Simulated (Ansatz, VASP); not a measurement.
## Mg2CdN2 in VASP and in Ansatz

Contents of INCAR:

```
PREC = Accurate
ENCUT = 520
EDIFF = 1E-6
ISMEAR = 0
SIGMA = 0.03
LREAL = F
LASPH = T
NELM = 80
ALGO = Normal
ISIF = 2
LWAVE = F
LCHARG = F
GGA = PS
NBANDS = 21
```

File KPOINTS:

```
regular mesh
0
Gamma
  12 12 6
```

File POSCAR:

```
Mg2CdN2
1.0
    3.6530160489      0.0000000000      0.0000000000
   -1.8265080244      3.1636046988      0.0000000000
    0.0000000000      0.0000000000      5.6602794290
Mg Cd N
2 1 2
Direct
    0.6666666667      0.3333333333      0.1534420000
    0.3333333333      0.6666666667      0.8465580000
    0.0000000000      0.0000000000      0.5000000000
    0.6666666667      0.3333333333      0.7722310000
    0.3333333333      0.6666666667      0.2277690000
```

Input for Ansatz:

```yaml
crystal:
  lattice:
    - [3.6530160489, 0.0, 0.0]
    - [-1.8265080244, 3.1636046988, 0.0]
    - [0.0, 0.0, 5.660279429]
  atoms:
    - { symbol: Mg, position: [0.6666666667, 0.3333333333, 0.153442] }
    - { symbol: Mg, position: [0.3333333333, 0.6666666667, 0.846558] }
    - { symbol: Cd, position: [0.0, 0.0, 0.5] }
    - { symbol: "N", position: [0.6666666667, 0.3333333333, 0.772231] }
    - { symbol: "N", position: [0.3333333333, 0.6666666667, 0.227769] }
basis:
  ecutwfc: 420
kpoints:
  mp_grid: { grid: [12, 12, 6] }
hamiltonian:
  xc: pbesol
scf:
  occupations: { method: gaussian, width: 0.03 }
output:
  forces: true
  stress: true
  eigenvalues: true
```

Alike in both runs: task single point; functional PBEsol; k mesh 12 × 12 × 6; occupations gaussian, width 0.03 eV; no spin polarisation.

|  | VASP | Ansatz |
| --- | --- | --- |
| version | VASP 6.6.1 | Ansatz 0.2.0 |
| potentials or method | VASP PAW PBE potentials, release 64 (Mg, Cd, N) | scalar-relativistic, plane waves, PAW |
| plane-wave cutoff (eV) | 520 | 420 |
| valence electrons in the cell | 26 | 50 |

|  | VASP | Ansatz | Ansatz less VASP |
| --- | --- | --- | --- |
| gap on the k mesh at the Fermi level (eV) | 0.23 | 0.24 | +0.003 |
| least direct gap on the mesh (eV) | 0.54 | 0.54 | +0.004 |
| pressure (GPa) | -4.6 | -4.7 | -0.13 |
| largest component of the traceless stress (GPa) | 5.74 | 5.71 | -0.032 |
| rms of the force components (eV/Å) | 0.122 | 0.133 | +0.0107 |

Atom by atom the forces differ by 0.015 eV/Å (rms over components). The two sets of potentials don't hold the same shells in valence.

Caveats: the PAW data sets were made with another functional, which shifts forces and pressure a little (VASP). A hybrid or GW would open this gap; PBEsol tends to underestimate it. A k mesh can miss the band edges.
